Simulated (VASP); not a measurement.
The system is LiS3.

```xyz
4
Lattice="4.4516 0.0000 0.0000 0.0000 4.4516 0.0000 0.0000 0.0000 4.8603" Properties=species:S:1:pos:R:3 pbc="T T T"
Li    0.0000    0.0000    3.9600
S     0.0000    2.2258    0.8460
S     2.2258    0.0000    0.8460
S     0.0000    0.0000    1.5089
```

The cell was built by a generator and needn't be a form met in nature.

| Quantity | Value |
| --- | --- |
| Program | VASP 6.6.1 |
| Task | relaxation of cell and atoms |
| Functional | RPBE |
| Potentials or basis | VASP PAW PBE potentials, release 64 (Li_sv, S) |
| Cutoff | 600 eV |
| k mesh | 6 × 6 × 6 |
| Occupations | gaussian, width 0.05 eV |
| Spin | no spin polarisation |

At the start: pressure 0.8 GPa; volume 24.08 Å³/atom.

How do energy, volume and symmetry change on relaxing?

Over 9 steps the energy falls by 2.3 meV/atom and the volume is 24.67 Å³/atom (+2.4 %); space group P4mm (No. 99, to 0.05 Å).

Step by step:
```
step  energy change (eV)  largest force (eV/Å)  pressure (GPa)  volume (Å³)
   1              0.0000                0.3152            0.80        96.32
   2             -0.0077                0.0744            0.04        97.99
   3             -0.0077                0.0697            0.04        97.98
   4             -0.0087                0.0479            0.04        98.20
   5             -0.0092                0.0286            0.03        98.45
   6             -0.0092                0.0251            0.03        98.54
   7             -0.0093                0.0145            0.00        98.64
   8             -0.0093                0.0100           -0.02        98.69
   9             -0.0093                0.0057           -0.02        98.66
```

Final structure:
```yaml
crystal:
  lattice:
    - [4.46794, 0.00000, 0.00000]
    - [0.00000, 4.46794, 0.00000]
    - [0.00000, 0.00000, 4.94231]
  atoms:
    - { symbol: Li, position: [0.00000, 0.00000, 0.81634] }
    - { symbol: S, position: [0.00000, 0.50000, 0.17243] }
    - { symbol: S, position: [0.50000, 0.00000, 0.17243] }
    - { symbol: S, position: [0.00000, 0.00000, 0.31211] }
```

Caveat: the cutoff is under 1.25 times the usual one of these potentials, so pressure, stress and relaxed cells hold a basis-set (Pulay) error; the PAW data sets were made with another functional, which shifts forces and pressure a little.
